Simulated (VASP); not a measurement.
Output of a VASP run:

**OUTCAR**
```
 ion  position               nearest neighbor table
   1  0.500  0.000  0.000-  32 1.89  45 1.90  53 1.90  61 1.90   8 3.10  13 3.10  15 3.10  18 3.10
                            22 3.10  23 3.10  30 3.10   2 3.10   3 3.10   5 3.10   7 3.10
   2  0.750  0.250  0.000-  33 1.87  43 1.90  54 1.90  32 1.93  13 3.10  14 3.10  16 3.10  23 3.10
                            24 3.10  28 3.10   1 3.10   3 3.10   4 3.10   6 3.10   9 3.11
   3  0.750  0.000  0.250-  32 1.89  34 1.90  38 1.90  48 1.90  11 3.10  16 3.10  18 3.10  19 3.10
                            21 3.10  25 3.10   1 3.10   2 3.10   4 3.10   7 3.10  12 3.11   9 3.12
   4  0.000  0.000  0.000-  35 1.90  38 1.90  43 1.90  62 1.90   8 3.10  13 3.10  15 3.10  16 3.10
                            22 3.10  25 3.10  28 3.10  31 3.10   2 3.10   3 3.10   5 3.10   7 3.10
   5  0.250  0.250  0.000-  36 1.90  35 1.90  53 1.90  59 1.90  14 3.10  16 3.10  17 3.10  22 3.10
                            23 3.10  28 3.10  29 3.10   1 3.10   4 3.10   6 3.10   8 3.10   9 3.14
   6  0.500  0.500  0.000-  36 1.87  54 1.90  60 1.90  37 1.91  10 3.09   9 3.09  17 3.10  18 3.10
                            23 3.10  24 3.10  29 3.10  30 3.10   7 3.10   2 3.10   5 3.10  15 3.10
   7  0.750  0.750  0.000-  37 1.88  38 1.90  55 1.90  61 1.90  10 3.09  13 3.10  14 3.10  18 3.10
                            24 3.10  25 3.10  30 3.10  31 3.10   3 3.10   4 3.10   6 3.10   1 3.10
   8  0.250  0.000  0.250-  35 1.90  45 1.90  56 1.90  39 1.92  15 3.10  16 3.10  18 3.10  19 3.10
                            20 3.10  25 3.10  27 3.10   1 3.10   4 3.10   5 3.10  11 3.10
   9  0.503  0.256  0.255-  39 1.88  32 1.92  36 1.92  12 3.00  63 3.04  10 3.04  17 3.08  20 3.08
                             6 3.09  11 3.10   2 3.11   3 3.12   5 3.14
  10  0.744  0.505  0.254-  40 1.87  37 1.88  33 1.99  18 3.03  21 3.04   9 3.04  63 3.05  12 3.06
                             6 3.09   7 3.09  25 3.10  26 3.11
  11  0.500  0.000  0.500-  48 1.90  58 1.90  41 1.90  39 1.92  12 3.10  20 3.10  21 3.10  22 3.10
                            23 3.10  27 3.10  30 3.10   8 3.10   3 3.10  13 3.10  18 3.10   9 3.10
  12  0.745  0.255  0.498-  41 1.86  42 1.90  34 1.91   9 3.00  10 3.06  23 3.08  24 3.08  63 3.08
                            11 3.10  26 3.10   3 3.11  16 3.12  13 3.14  28 3.15
  13  0.750  0.000  0.750-  43 1.90  52 1.90  61 1.90  41 1.94  11 3.10  19 3.10  21 3.10  23 3.10
                            28 3.10  30 3.10  31 3.10   1 3.10   2 3.10   4 3.10   7 3.10  12 3.14
  14  0.000  0.500  0.000-  44 1.90  55 1.90  59 1.90  33 1.91  16 3.10  17 3.10  24 3.10  25 3.10
                            28 3.10  29 3.10  31 3.10   2 3.10   5 3.10   7 3.10  15 3.10
  15  0.250  0.750  0.000-  44 1.90  45 1.90  60 1.90  62 1.90  14 3.10  17 3.10  18 3.10  22 3.10
                            25 3.10  29 3.10  30 3.10  31 3.10   1 3.10   4 3.10   6 3.10   8 3.10
  16  0.000  0.250  0.250-  35 1.90  46 1.90  33 1.90  34 1.90   8 3.10  14 3.10  17 3.10  19 3.10
                            20 3.10  26 3.10   2 3.10   3 3.10   4 3.10   5 3.10  12 3.12
  17  0.250  0.500  0.250-  47 1.89  46 1.90  44 1.90  36 1.91  63 3.05   9 3.08  18 3.10  20 3.10
                            25 3.10  26 3.10  27 3.10   6 3.10   5 3.10  14 3.10  15 3.10  16 3.10
  18  0.500  0.750  0.250-  47 1.87  37 1.88  45 1.90  48 1.90  10 3.03  63 3.06  11 3.10  15 3.10
                            17 3.10  21 3.10  27 3.10   3 3.10   6 3.10   7 3.10   8 3.10   1 3.10
  19  0.000  0.000  0.500-  49 1.90  52 1.90  56 1.90  34 1.92  20 3.10  21 3.10  22 3.10  25 3.10
                            27 3.10  28 3.10  31 3.10   3 3.10   8 3.10  13 3.10  16 3.10
  20  0.250  0.250  0.500-  50 1.87  39 1.88  49 1.90  46 1.90   9 3.08  63 3.09  22 3.10  23 3.10
                            26 3.10  28 3.10  29 3.10   8 3.10  11 3.10  16 3.10  17 3.10  19 3.10
  21  0.750  0.750  0.500-  48 1.90  52 1.90  51 1.91  40 1.93  10 3.04  19 3.10  24 3.10  25 3.10
                            26 3.10  30 3.10  31 3.10   3 3.10  11 3.10  13 3.10  18 3.10  63 3.11
  22  0.250  0.000  0.750-  49 1.90  53 1.90  58 1.90  62 1.90  15 3.10  19 3.10  20 3.10  23 3.10
                            27 3.10  28 3.10  30 3.10  31 3.10   1 3.10   4 3.10   5 3.10  11 3.10
  23  0.500  0.250  0.750-  53 1.90  54 1.90  41 1.90  50 1.92  12 3.08   1 3.10  13 3.10  20 3.10
                            22 3.10  24 3.10  29 3.10   2 3.10   5 3.10   6 3.10  11 3.10  63 3.13
  24  0.750  0.500  0.750-  51 1.87  54 1.90  55 1.90  42 1.90  12 3.08  21 3.10  23 3.10  26 3.10
                            28 3.10  30 3.10  31 3.10   6 3.10   7 3.10   2 3.10  14 3.10  63 3.14
  25  0.000  0.750  0.250-  38 1.90  44 1.90  56 1.90  40 1.91  14 3.10  15 3.10  17 3.10  19 3.10
                            21 3.10  26 3.10  27 3.10   3 3.10   4 3.10   7 3.10   8 3.10  10 3.10
  26  0.000  0.500  0.500-  40 1.86  46 1.90  57 1.90  42 1.92  24 3.10  25 3.10  27 3.10  28 3.10
                            29 3.10  31 3.10  16 3.10  17 3.10  20 3.10  21 3.10  12 3.10  10 3.11
  27  0.250  0.750  0.500-  56 1.90  57 1.90  58 1.90  47 1.92  63 3.04  22 3.10  25 3.10  26 3.10
                            29 3.10  30 3.10  31 3.10   8 3.10  11 3.10  17 3.10  18 3.10  19 3.10
  28  0.000  0.250  0.750-  42 1.88  43 1.90  49 1.90  59 1.90  14 3.10  19 3.10  20 3.10  22 3.10
                            24 3.10  26 3.10  29 3.10   2 3.10   4 3.10   5 3.10  13 3.10  12 3.15
  29  0.250  0.500  0.750-  50 1.88  57 1.90  59 1.90  60 1.90  63 3.08  23 3.10  26 3.10  27 3.10
                            28 3.10  30 3.10  31 3.10   5 3.10   6 3.10  14 3.10  15 3.10  20 3.10
  30  0.500  0.750  0.750-  58 1.90  60 1.90  61 1.90  51 1.92  63 3.09  15 3.10  21 3.10  22 3.10
                            24 3.10  27 3.10  29 3.10   1 3.10   6 3.10   7 3.10  11 3.10  13 3.10
  31  0.000  0.750  0.750-  52 1.90  55 1.90  57 1.90  62 1.90  15 3.10  19 3.10  21 3.10  22 3.10
                            24 3.10  26 3.10  27 3.10  29 3.10   4 3.10   7 3.10  13 3.10  14 3.10
  32  0.622  0.123  0.128-   1 1.89   3 1.89   9 1.92   2 1.93
  33  0.874  0.373  0.123-   2 1.87  16 1.90  14 1.91  10 1.99
  34  0.872  0.127  0.376-   3 1.90  16 1.90  12 1.91  19 1.92
  35  0.125  0.125  0.125-   4 1.90   5 1.90   8 1.90  16 1.90
  36  0.377  0.376  0.122-   6 1.87   5 1.90  17 1.91   9 1.92
  37  0.625  0.628  0.125-  10 1.88   7 1.88  18 1.88   6 1.91
  38  0.875  0.875  0.125-   3 1.90   4 1.90   7 1.90  25 1.90
  39  0.376  0.130  0.374-  20 1.88   9 1.88   8 1.92  11 1.92
  40  0.877  0.620  0.376-  26 1.86  10 1.87  25 1.91  21 1.93
  41  0.625  0.129  0.621-  12 1.86  11 1.90  23 1.90  13 1.94
  42  0.874  0.372  0.626-  28 1.88  12 1.90  24 1.90  26 1.92
  43  0.875  0.125  0.875-   2 1.90   4 1.90  13 1.90  28 1.90
  44  0.125  0.625  0.125-  14 1.90  15 1.90  17 1.90  25 1.90
  45  0.375  0.875  0.125-   1 1.90   8 1.90  15 1.90  18 1.90
  46  0.125  0.375  0.375-  16 1.90  17 1.90  20 1.90  26 1.90
  47  0.376  0.626  0.372-  63 1.85  18 1.87  17 1.89  27 1.92
  48  0.625  0.875  0.375-   3 1.90  11 1.90  18 1.90  21 1.90
...
```

**OSZICAR**
```
...
       N       E                     dE             d eps       ncg     rms          rms(c)
DAV:   1    -0.478181210596E+03   -0.92613E-05   -0.26968E-03   768   0.172E-01    0.162E-02
RMM:   2    -0.478181216771E+03   -0.61749E-05   -0.95448E-05   565   0.254E-02    0.109E-02
RMM:   3    -0.478181217750E+03   -0.97966E-06   -0.18423E-05   398   0.103E-02    0.979E-03
RMM:   4    -0.478181217337E+03    0.41278E-06   -0.57029E-06   383   0.563E-03
  11 F= -.47818122E+03 E0= -.47818122E+03  d E =-.352528E-02  mag=     3.0000
       N       E                     dE             d eps       ncg     rms          rms(c)
DAV:   1    -0.478180087668E+03    0.11301E-02   -0.30116E-01   776   0.212E+00    0.199E-01
RMM:   2    -0.478182105605E+03   -0.20179E-02   -0.21199E-02   654   0.313E-01    0.117E-01
RMM:   3    -0.478182521716E+03   -0.41611E-03   -0.41283E-03   654   0.110E-01    0.998E-02
RMM:   4    -0.478182502114E+03    0.19603E-04   -0.42790E-04   699   0.465E-02    0.531E-02
RMM:   5    -0.478182493861E+03    0.82531E-05   -0.10815E-04   583   0.221E-02    0.338E-02
RMM:   6    -0.478182490957E+03    0.29036E-05   -0.44146E-05   481   0.143E-02
  12 F= -.47818249E+03 E0= -.47818249E+03  d E =-.127362E-02  mag=     3.0000
       N       E                     dE             d eps       ncg     rms          rms(c)
DAV:   1    -0.478182390836E+03    0.10302E-03   -0.13478E-02   792   0.453E-01    0.482E-02
RMM:   2    -0.478182499599E+03   -0.10876E-03   -0.11238E-03   654   0.693E-02    0.251E-02
RMM:   3    -0.478182525765E+03   -0.26166E-04   -0.24497E-04   486   0.252E-02    0.255E-02
RMM:   4    -0.478182524076E+03    0.16888E-05   -0.21723E-05   420   0.108E-02
  13 F= -.47818252E+03 E0= -.47818252E+03  d E =-.130674E-02  mag=     3.0000
       N       E                     dE             d eps       ncg     rms          rms(c)
DAV:   1    -0.478180324904E+03    0.22009E-02   -0.25391E-01   772   0.200E+00    0.193E-01
RMM:   2    -0.478182609388E+03   -0.22845E-02   -0.22603E-02   654   0.302E-01    0.107E-01
RMM:   3    -0.478183088457E+03   -0.47907E-03   -0.43285E-03   664   0.100E-01    0.915E-02
RMM:   4    -0.478183084452E+03    0.40055E-05   -0.34316E-04   688   0.387E-02    0.569E-02
RMM:   5    -0.478183075115E+03    0.93364E-05   -0.72844E-05   486   0.175E-02
  14 F= -.47818308E+03 E0= -.47818308E+03  d E =-.551039E-03  mag=     3.0000
       N       E                     dE             d eps       ncg     rms          rms(c)
DAV:   1    -0.478183058993E+03    0.25459E-04   -0.56238E-04   880   0.986E-02    0.174E-02
RMM:   2    -0.478183065040E+03   -0.60467E-05   -0.62744E-05   413   0.163E-02    0.119E-02
RMM:   3    -0.478183066502E+03   -0.14625E-05   -0.14248E-05   364   0.658E-03    0.949E-03
RMM:   4    -0.478183066316E+03    0.18669E-06   -0.22726E-06   264   0.368E-03
  15 F= -.47818307E+03 E0= -.47818307E+03  d E =-.542239E-03  mag=     3.0000
       N       E                     dE             d eps       ncg     rms          rms(c)
DAV:   1    -0.478181609198E+03    0.14573E-02   -0.15595E-01   780   0.157E+00    0.157E-01
RMM:   2    -0.478183087684E+03   -0.14785E-02   -0.14440E-02   655   0.236E-01    0.113E-01
RMM:   3    -0.478183369564E+03   -0.28188E-03   -0.28665E-03   654   0.822E-02    0.813E-02
RMM:   4    -0.478183360063E+03    0.95009E-05   -0.23758E-04   589   0.319E-02    0.414E-02
RMM:   5    -0.478183356277E+03    0.37854E-05   -0.48824E-05   458   0.136E-02
  16 F= -.47818336E+03 E0= -.47818336E+03  d E =-.289962E-03  mag=     3.0000
```

### OUTCAR
```
------------------------ aborting loop because EDIFF is reached ----------------------------------------
  FORCE on cell =-STRESS in cart. coord.  units (eV):
  Direction    XX          YY          ZZ          XY          YZ          ZX
  --------------------------------------------------------------------------------------
  Total      -14.5377019    -14.5519696    -14.5719358     -1.8605606      1.8470754     -1.8760692
  in kB      -34.6690717    -34.7030970    -34.7507118     -4.4370088      4.4048495     -4.4739932
  external PRESSURE =     -34.7076268 kB  Pullay stress =       0.0000000 kB
  volume of cell :      671.84
      direct lattice vectors                 reciprocal lattice vectors
     8.758331436  0.000000000  0.000000000     0.114176999  0.000000000  0.000000000
     0.000000000  8.758331436  0.000000000     0.000000000  0.114176999  0.000000000
     0.000000000  0.000000000  8.758331436     0.000000000  0.000000000  0.114176999
  FREE ENERGIE OF THE ION-ELECTRON SYSTEM (eV)
  ---------------------------------------------------
  free  energy   TOTEN  =      -478.1833562774 eV

  energy  without entropy=     -478.1833562774  energy(sigma->0) =     -478.18335628

 total charge

# of ion       s       p       d       tot
------------------------------------------
    1        0.700   0.957   0.000   1.657
    2        0.698   0.960   0.000   1.658
    3        0.698   0.961   0.000   1.658
    4        0.696   0.961   0.000   1.658
    5        0.699   0.951   0.000   1.650
    6        0.697   0.963   0.000   1.660
    7        0.699   0.951   0.000   1.650
    8        0.699   0.950   0.000   1.650
    9        0.726   0.909   0.000   1.635
   10        0.726   0.909   0.000   1.635
   11        0.697   0.963   0.000   1.660
   12        0.726   0.909   0.000   1.635
   13        0.699   0.950   0.000   1.650
   14        0.700   0.957   0.000   1.657
   15        0.697   0.959   0.000   1.656
   16        0.698   0.961   0.000   1.658
   17        0.698   0.960   0.000   1.658
   18        0.698   0.960   0.000   1.658
   19        0.700   0.957   0.000   1.657
   20        0.698   0.960   0.000   1.658
   21        0.698   0.960   0.000   1.658
   22        0.697   0.959   0.000   1.656
   23        0.698   0.960   0.000   1.658
   24        0.698   0.960   0.000   1.658
   25        0.699   0.950   0.000   1.650
   26        0.697   0.963   0.000   1.660
   27        0.697   0.960   0.000   1.656
   28        0.699   0.950   0.000   1.650
   29        0.697   0.960   0.000   1.656
   30        0.697   0.960   0.000   1.656
   31        0.697   0.959   0.000   1.656
   32        0.835   1.707   0.000   2.541
   33        0.835   1.707   0.000   2.542
   34        0.835   1.707   0.000   2.542
   35        0.830   1.719   0.000   2.549
   36        0.837   1.692   0.000   2.530
   37        0.837   1.692   0.000   2.529
   38        0.830   1.719   0.000   2.549
   39        0.837   1.693   0.000   2.530
   40        0.837   1.693   0.000   2.530
   41        0.837   1.693   0.000   2.530
   42        0.837   1.692   0.000   2.529
   43        0.830   1.719   0.000   2.549
   44        0.833   1.711   0.000   2.544
   45        0.833   1.711   0.000   2.544
   46        0.831   1.715   0.000   2.547
   47        0.851   1.674   0.000   2.525
   48        0.831   1.715   0.000   2.546
...
```
(Selected blocks of OUTCAR.)

**POSCAR**
```
CrC31Si31
1
    8.7583314357     0.0000000000     0.0000000000
    0.0000000000     8.7583314357    -0.0000000000
   -0.0000000000    -0.0000000000     8.7583314357
Si C Cr
31 31 1
Direct
  0.5000000000   0.0000000000   0.0000000000
  0.7500000000   0.2500000000   0.0000000000
  0.7500000000   0.0000000000   0.2500000000
  0.0000000000   0.0000000000   0.0000000000
  0.2500000000   0.2500000000   0.0000000000
  0.5000000000   0.5000000000   0.0000000000
  0.7500000000   0.7500000000   0.0000000000
  0.2500000000   0.0000000000   0.2500000000
  0.5027150000   0.2556820000   0.2547780000
  0.7442890000   0.5054050000   0.2544620000
  0.5000000000   0.0000000000   0.5000000000
  0.7446270000   0.2551930000   0.4975770000
  0.7500000000   0.0000000000   0.7500000000
  0.0000000000   0.5000000000   0.0000000000
  0.2500000000   0.7500000000   0.0000000000
  0.0000000000   0.2500000000   0.2500000000
  0.2500000000   0.5000000000   0.2500000000
  0.5000000000   0.7500000000   0.2500000000
  0.0000000000   0.0000000000   0.5000000000
  0.2500000000   0.2500000000   0.5000000000
  0.7500000000   0.7500000000   0.5000000000
  0.2500000000   0.0000000000   0.7500000000
  0.5000000000   0.2500000000   0.7500000000
  0.7500000000   0.5000000000   0.7500000000
  0.0000000000   0.7500000000   0.2500000000
  0.0000000000   0.5000000000   0.5000000000
  0.2500000000   0.7500000000   0.5000000000
  0.0000000000   0.2500000000   0.7500000000
  0.2500000000   0.5000000000   0.7500000000
  0.5000000000   0.7500000000   0.7500000000
  0.0000000000   0.7500000000   0.7500000000
  0.6217900000   0.1234070000   0.1277500000
  0.8736690000   0.3729420000   0.1234680000
  0.8721020000   0.1269700000   0.3757080000
  0.1250000000   0.1250000000   0.1250000000
  0.3766310000   0.3763150000   0.1218770000
  0.6253980000   0.6279560000   0.1249960000
  0.8750000000   0.8750000000   0.1250000000
  0.3756520000   0.1300620000   0.3739590000
  0.8772880000   0.6203840000   0.3758420000
  0.6254990000   0.1293530000   0.6205750000
  0.8743340000   0.3722360000   0.6261110000
  0.8750000000   0.1250000000   0.8750000000
  0.1250000000   0.6250000000   0.1250000000
  0.3750000000   0.8750000000   0.1250000000
  0.1250000000   0.3750000000   0.3750000000
  0.3761920000   0.6255270000   0.3716720000
  0.6250000000   0.8750000000   0.3750000000
  0.1250000000   0.1250000000   0.6250000000
  0.3705330000   0.3744100000   0.6246440000
  0.6267330000   0.6210290000   0.6253240000
  0.8750000000   0.8750000000   0.6250000000
  0.3750000000   0.1250000000   0.8750000000
  0.6250000000   0.3750000000   0.8750000000
  0.8750000000   0.6250000000   0.8750000000
  0.1250000000   0.8750000000   0.3750000000
  0.1250000000   0.6250000000   0.6250000000
  0.3750000000   0.8750000000   0.6250000000
  0.1250000000   0.3750000000   0.8750000000
  0.3750000000   0.6250000000   0.8750000000
  0.6250000000   0.8750000000   0.8750000000
  0.1250000000   0.8750000000   0.8750000000
  0.4949330000   0.5036310000   0.4975840000
```

Problem. Write an INCAR and KPOINTS that could have produced this output.

Solution. This is not unique; one that fits is the input of the run itself, PBE GGA, plane waves, VASP's PBE PAW potentials (set 64).

**INCAR**
```
ALGO = Fast
EDIFF = 1E-5
EDIFFG = -0.03
ENCUT = 400
GGA = PE
IBRION = 2
ISIF = 2
ISMEAR = 0
ISPIN = 2
ISYM = 0
LASPH = .TRUE.
LCHARG = .FALSE.
LMAXMIX = 4
LORBIT = 10
LREAL = Auto
LWAVE = .TRUE.
MAGMOM = 63*0.0476
NELECT = 259.0
NELM = 100
NELMIN = 4
NSW = 70
NUPDOWN = 3
PREC = Normal
SIGMA = 0.05
SYSTEM = CrC31Si31
```

File KPOINTS:
```
Regular mesh
0
G
 1 1 1
```

POTCAR, in this order: Si C Cr_pv (PBE.64 set). Program: vasp_gam.

At this cut-off the stress carries a Pulay error, which pulls relaxed volumes low. The cell is charged, with a uniform compensating background. The supercell is sampled at Γ alone, which is coarse: total energies, pressure and levels can be off, energies of defects by several tenths of an eV.

The cell is a supercell with a defect, built from SiC (zinc blende): Cr_Si-vac_C, charge +1.
